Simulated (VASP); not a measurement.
Given:

```
ZrO2
1.0
    5.13443     0.00000    -0.00732
    0.00000     5.21123     0.00000
   -0.87802     0.00000     5.23216
Zr O
4 8
Cartesian
  3.01822   4.98701   4.12997
  1.23819   0.22422   1.09486
  0.79918   2.38140   3.71094
  3.45723   2.82983   1.51389
 -0.38698   0.86563   4.41337
  4.64339   4.34560   0.81147
  4.20439   3.47124   3.42755
  0.05203   1.73999   1.79729
  2.81064   1.34101   0.10571
  1.44578   3.87022   5.11912
  1.88478   3.94662   2.50304
  2.37163   1.26461   2.72179
```

These are PBEsol GGA, VASP's PBE PAW potentials (set 64) (plane waves; VASP) values and carry that method's errors. Settings: 520 eV cut-off, Gaussian smearing of 0.050 eV, potentials Zr_sv O.

Problem. What does the run give for the band gap (along the path) with the smallest direct gap where there is one?

Solution. 
```json
{
 "band gap (along the path)": "3.58 eV",
 "smallest direct gap (along the path)": "3.66 eV"
}
```

Total energies compare only between runs with the same potentials, cut-off and functional.

The structure comes from a computed database's ZrO2 entry (P2_1/c), a phase known from measurement. It was relaxed first.
